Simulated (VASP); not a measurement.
Mg3CdSe2O2:

```
CELL_PARAMETERS angstrom
1.80451 1.04183 11.36172
-1.80451 1.04183 11.36172
0.00000 -2.08367 11.36172
ATOMIC_POSITIONS crystal
Mg 0.00000 0.00000 0.00000
Mg 0.71800 0.71800 0.71800
Mg 0.28200 0.28200 0.28200
Cd 0.50000 0.50000 0.50000
Se 0.89400 0.89400 0.89400
Se 0.10600 0.10600 0.10600
O 0.64200 0.64200 0.64200
O 0.35800 0.35800 0.35800
```

The cell was built by a generator and needn't be a form met in nature.

- Program: VASP 6.6.1
- Task: relaxation of cell and atoms
- Functional: PBE
- Potentials or basis: VASP PAW PBE potentials, release 64 (Mg, Cd, Se, O)
- Cutoff: 520 eV
- k mesh: 5 × 5 × 5
- Occupations: gaussian, width 0.15 eV
- Spin: no spin polarisation

At the start: pressure -0.8 GPa; volume 16.02 Å³/atom.

Q: How do energy, volume and symmetry change on relaxing?

A: Over 13 steps the energy falls by 159.3 meV/atom and the volume is 15.64 Å³/atom (-2.4 %); space group R-3m (No. 166, to 0.05 Å).

The path:
```csv
step,energy change (eV),largest force (eV/Å),pressure (GPa),volume (Å³)
1,0.0000,1.9543,-0.84,128.16
2,-0.3666,1.3488,-0.58,126.60
3,-0.6364,0.9339,0.85,123.93
4,-0.8488,0.6002,-0.24,125.18
5,-1.0385,0.3460,-1.79,128.14
6,-1.1679,0.4655,0.14,125.72
7,-1.1826,0.5776,1.35,124.55
8,-1.2476,0.1912,-0.41,126.77
9,-1.2488,0.2254,-0.72,127.17
10,-1.2618,0.2191,-0.10,125.85
11,-1.2640,0.2087,0.79,124.43
12,-1.2720,0.0991,0.61,124.80
13,-1.2740,0.0382,0.27,125.14
```

Final structure:
```xyz
8
Lattice="1.7451 1.0075 11.8623 -1.7451 1.0075 11.8623 0.0000 -2.0150 11.8623" Properties=species:S:1:pos:R:3 pbc="T T T"
Mg    0.0000    2.0150   23.7246
Mg    0.0000    0.0000   26.0545
Mg    0.0000    0.0000    9.5324
Cd    0.0000    0.0000   17.7935
Se    0.0000    0.0000   31.5434
Se    0.0000    0.0000    4.0435
O     0.0000    0.0000   22.5558
O     0.0000    0.0000   13.0312
```

Caveat: the k mesh is coarse (spacing up to 0.40 Å⁻¹), so the values aren't converged.
